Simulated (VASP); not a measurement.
```yaml
crystal:
  lattice:
    - [3.31327, 0.00000, 0.00000]
    - [-1.65664, 2.86938, 0.00000]
    - [0.00000, 0.00000, 3.23359]
  atoms:
    - { symbol: Nb, position: [0.00000, 0.00000, 0.00000] }
    - { symbol: P, position: [0.66667, 0.33333, 0.50000] }
```

Method: PBEsol GGA, VASP's PBE PAW potentials (set 64) (plane waves; VASP). Numerical set-up: 400 eV cut-off, 8×8×7 Γ-centred mesh, Gaussian smearing of 0.050 eV, potentials Nb_sv P.

Problem. Predict the energy per atom (σ→0), pressure, band gap (on the k-mesh) with the smallest direct gap where there is one.

Solution. 
```yaml
band gap (on the k-mesh): none (metal, semimetal or under 0.01 eV)
energy per atom (σ→0): -9.434 eV/atom
pressure: 3.80 GPa
```

Only differences to runs with the same potentials and settings are physical.

The structure was generated: NbP was put into the WC type (P-6m2), which need not be its known phase. The cell was not relaxed at this level. The run is one of a series of settings (GGA = PS against the base run), some of them coarse on purpose.
